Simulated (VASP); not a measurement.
A run of VASP 6.6.1:

File INCAR:

```
PREC = Normal
ENCUT = 520
EDIFF = 1E-5
ISMEAR = 0
SIGMA = 0.15
LREAL = Auto
LASPH = T
NELM = 80
ALGO = Fast
ISIF = 2
LWAVE = F
LCHARG = F
GGA = PE
```

Contents of KPOINTS:

```
regular mesh
0
Gamma
  6 6 3
```

File POSCAR:

```
Ga2SnO
1.0
    3.8764600000      0.0000000000      0.0000000000
    0.0000000000      3.8764600000      0.0000000000
    0.0000000000      0.0000000000     10.3842800000
Ga Sn O
4 2 2
Direct
    0.0000000000      0.5000000000      0.5765200000
    0.5000000000      0.0000000000      0.4234800000
    0.5000000000      0.0000000000      0.8903250000
    0.0000000000      0.5000000000      0.1096750000
    0.0000000000      0.5000000000      0.8348240000
    0.5000000000      0.0000000000      0.1651760000
    0.0000000000      0.0000000000      0.5000000000
    0.5000000000      0.5000000000      0.5000000000
```

Potentials or basis: VASP PAW PBE potentials, release 64 (Ga_d, Sn_d, O).

Run with:

```console
$ cat potpaw_PBE.64/Ga_d/POTCAR potpaw_PBE.64/Sn_d/POTCAR potpaw_PBE.64/O/POTCAR > POTCAR
$ mpirun -np 1 vasp_std > vasp.out
```

Hardware: 1 thread of Intel(R) Xeon(R) Platinum 8259CL CPU @ 2.50GHz (Skylake/Cascade Lake), with other jobs on the host.

Task: How long does it take, and how much memory?

Result: Run time: 85 s on 1 thread of Intel(R) Xeon(R) Platinum 8259CL CPU @ 2.50GHz (Skylake/Cascade Lake) (shared host), peak memory 0.25 GiB. Counts: scf iterations 15, k points 20.
